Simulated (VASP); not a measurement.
VASP runs on Hf (space group P6_3/mmc) share one base input (PBEsol GGA, plane waves, VASP's PBE PAW potentials (set 64)) and change the settings named in each case.

### KPOINTS
```
Automatic
0
gamma
 16 16 5
0 0 0
```

**INCAR**
```
SYSTEM  =  Hf
PREC  =  Accurate; ENCUT  =  300; LREAL  =  F
LASPH  =  T
EDIFF  =  1E-6; NELM  =  100; ALGO  =  Normal
LMAXMIX  =  6
ISMEAR  =  -1; SIGMA  =  0.1
GGA  =  PS
ISIF  =  2
LWAVE  =  F; LCHARG  =  F
```

**POSCAR**
```
Hf
1
    3.1064270000     0.0000000000     0.0000000000
   -1.5532130000     2.6902440000     0.0000000000
    0.0000000000     0.0000000000     9.9949490000
Hf
4
Direct
  0.0000000000   0.0000000000   0.0000000000
  0.0000000000   0.0000000000   0.5000000000
  0.3333330000   0.6666670000   0.2500000000
  0.6666670000   0.3333330000   0.7500000000
```

POTCAR, in this order: Hf_pv (PBE.64 set). Program: vasp_std.

```
change                                                                                                                     E(σ→0) (eV/atom)  pressure (GPa)  −TS (eV)
-------------------------------------------------------------------------------------------------------------------------  ----------------  --------------  --------
base run                                                                                                                           -10.4348            3.99   -0.1708
EDIFF = 1E-09, ENCUT = 420, KPOINTS 22×22×7 Γ-centred mesh                                                                         -10.4371            4.24   -0.1708
ENCUT = 180, GGA removed, KPOINTS 3×3×3 Γ-centred mesh shifted by (0.5, 0.5, 0.5), POTCAR Hf_pv (LDA.64 set)                       -10.5629           -8.28   -0.1877
ENCUT = 150, ISMEAR = 0, SIGMA = 0.136, KPOINTS 2×2×2 Γ-centred mesh                                                               -10.8577          -42.53   -0.0391
GGA removed, KPOINTS 4×4×4 Γ-centred mesh, POTCAR Hf_pv (LDA.64 set)                                                               -10.6103           -0.54   -0.1798
EDIFF = 1E-04, ENCUT = 240, GGA removed, ISMEAR = 0, SIGMA = 0.5, KPOINTS 6×6×6 Γ-centred mesh, POTCAR Hf_pv (LDA.64 set)          -10.6390           -0.42   -0.6325
```
 Energies of different potentials or functionals have different zeros.  Unless said otherwise, spin-orbit coupling is left out, though it shifts the bands of the heavy elements here. At 300 eV the pressure can carry a Pulay error.

Left out are runs that ran out of time, are held back, or changed the cell or the kind of run, fixed moments of cells without a moment, rows past the twelfth, gaps on odd meshes, pressures of charged cells and columns that move by less than the noise.

The structure was generated: Hf was put into an ordered model structure, which need not be its known phase. The cell was not relaxed at this level, its lattice was scaled by up to 2.5 %. VASP warned that the highest band is occupied, so more bands are needed.
